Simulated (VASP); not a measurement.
Output of a VASP run:

### OSZICAR
```
       N       E                     dE             d eps       ncg     rms          rms(c)
DAV:   1     0.113651791159E+03    0.11365E+03   -0.80799E+03   910   0.137E+03
DAV:   2     0.555000581953E+01   -0.10810E+03   -0.10574E+03   940   0.307E+02
DAV:   3    -0.178436238183E+01   -0.73344E+01   -0.72939E+01  1205   0.862E+01
DAV:   4    -0.199046717216E+01   -0.20610E+00   -0.20602E+00  1107   0.169E+01
DAV:   5    -0.199896235710E+01   -0.84952E-02   -0.84949E-02  1325   0.282E+00    0.351E+00
DAV:   6    -0.190073300753E+01    0.98229E-01   -0.19046E-01  1224   0.732E+00    0.203E+00
DAV:   7    -0.188734417336E+01    0.13389E-01   -0.69132E-02  1165   0.275E+00    0.607E-01
DAV:   8    -0.188772148217E+01   -0.37731E-03   -0.69417E-03  1212   0.109E+00    0.240E-01
DAV:   9    -0.188813573473E+01   -0.41425E-03   -0.68982E-04   991   0.278E-01    0.766E-02
DAV:  10    -0.188817706281E+01   -0.41328E-04   -0.38540E-05  1128   0.496E-02    0.290E-02
DAV:  11    -0.188820062840E+01   -0.23566E-04   -0.36619E-05   950   0.522E-02    0.150E-02
DAV:  12    -0.188820106859E+01   -0.44019E-06   -0.54867E-07   785   0.618E-03
   1 F= -.18882011E+01 E0= -.18882624E+01  d E =-.188820E+01
       N       E                     dE             d eps       ncg     rms          rms(c)
DAV:   1    -0.188891270830E+01   -0.71208E-03   -0.17779E-02  1135   0.265E+00    0.159E-01
DAV:   2    -0.188831349333E+01    0.59921E-03   -0.13316E-03  1105   0.820E-01    0.581E-02
DAV:   3    -0.188821722375E+01    0.96270E-04   -0.30665E-04  1210   0.350E-01    0.273E-02
DAV:   4    -0.188821623943E+01    0.98432E-06   -0.10081E-05   920   0.315E-02    0.172E-02
DAV:   5    -0.188821625912E+01   -0.19690E-07   -0.11066E-06   635   0.117E-02
   2 F= -.18882163E+01 E0= -.18882757E+01  d E =-.151905E-04
```

**OUTCAR**
```
------------------------ aborting loop because EDIFF is reached ----------------------------------------
  FORCE on cell =-STRESS in cart. coord.  units (eV):
  Direction    XX          YY          ZZ          XY          YZ          ZX
  --------------------------------------------------------------------------------------
  Total        0.0137437      0.0137437      0.0137437      0.0000000      0.0000000     -0.0000000
  in kB        0.3099994      0.3099994      0.3099994      0.0000000      0.0000000     -0.0000000
  external PRESSURE =       0.3099994 kB  Pullay stress =       0.0000000 kB
  volume of cell :       71.03
      direct lattice vectors                 reciprocal lattice vectors
     0.000000000  3.287063646  3.287063646    -0.152111445  0.152111445  0.152111445
     3.287063646  0.000000000  3.287063646     0.152111445 -0.152111445  0.152111445
     3.287063646  3.287063646  0.000000000     0.152111445  0.152111445 -0.152111445
  FREE ENERGIE OF THE ION-ELECTRON SYSTEM (eV)
  ---------------------------------------------------
  free  energy   TOTEN  =        -1.8882162591 eV

  energy  without entropy=       -1.8883944867  energy(sigma->0) =       -1.88827567

 reached required accuracy - stopping structural energy minimisation
```
(Selected blocks of OUTCAR.)

**POSCAR**
```
InSb
1
    0.0000000000     3.2893209315     3.2893209315
    3.2893209315    -0.0000000000     3.2893209315
    3.2893209315     3.2893209315     0.0000000000
In Sb
1 1
Direct
  0.0000000000   0.0000000000   0.0000000000
  0.2500000000   0.2500000000   0.2500000000
```

### Question
Reconstruct the remaining input files.

### Answer
One answer among several that fit: the input of the run itself, optB86b-vdW, plane waves, VASP's PBE PAW potentials (set 64).

**INCAR**
```
SYSTEM = InSb
PREC = Accurate; ENCUT = 520; LREAL = .FALSE.
LASPH = .TRUE.
EDIFF = 1E-6; NELM = 100; ALGO = Normal
LMAXMIX = 4
ISMEAR = 1; SIGMA = 0.1
GGA = MK; LUSE_VDW = .TRUE.; AGGAC = 0.0
PARAM1 = 0.1234; PARAM2 = 1.0
IBRION = 2; NSW = 60; ISIF = 3
EDIFFG = -0.01
LWAVE = .FALSE.; LCHARG = .FALSE.
```

### KPOINTS
```
kpoints
0
gamma
 9 9 9
0 0 0
```

POTCAR, in this order: In_d Sb (PBE.64 set). Program: vasp_std.

The compound is InSb in the zinc blende structure. This run relaxes it. Symmetry was kept, so distortions that lower it aren't found. The start is the result of an earlier pass.
